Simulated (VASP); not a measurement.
**SrAlH3: single point with LDA**

SrAlH3:

```
Sr Al H
1.0
     4.58546    0.00000    0.00000
     0.00000    4.58546    0.00000
     0.00000    0.00000    4.58546
Sr Al H
1 1 3
Direct
  0.50000 0.50000 0.50000
  0.00000 0.00000 0.00000
  0.00000 0.50000 0.50000
  0.50000 0.50000 0.00000
  0.50000 0.00000 0.50000
```

The cell comes from a database or a generator and needn't be the stable form of this composition.

- Program: VASP 6.6.1
- Task: single point
- Functional: LDA
- Potentials or basis: VASP PAW LDA potentials, release 64 (Sr_sv, Al, H)
- Cutoff: 520 eV
- k mesh: 5 × 5 × 5
- Occupations: gaussian, width 0.1 eV
- Spin: no spin polarisation
- Dipole correction: no
- Further INCAR settings: ALGO = Normal; EDIFF = 1e-06; NBANDS = 16

The pressure is -1.9 GPa. The band gap on the k mesh is 0.41 eV, indirect (least direct gap 1.49 eV).

Levels at points of the mesh, in eV from the valence-band top:
```csv
k point,band 6,band 7,band 8,band 9,band 10,band 11
"(0.00, 0.00, 0.00)",-1.85,-1.85,-0.24,2.23,2.23,2.23
```

Run time: 7 s on 1 thread of Intel(R) Xeon(R) 6975P-C (Granite Rapids), on a shared host, peak memory 0.18 GiB.

Caveat: an odd mesh through Γ misses points on the zone boundary, where band edges often lie.
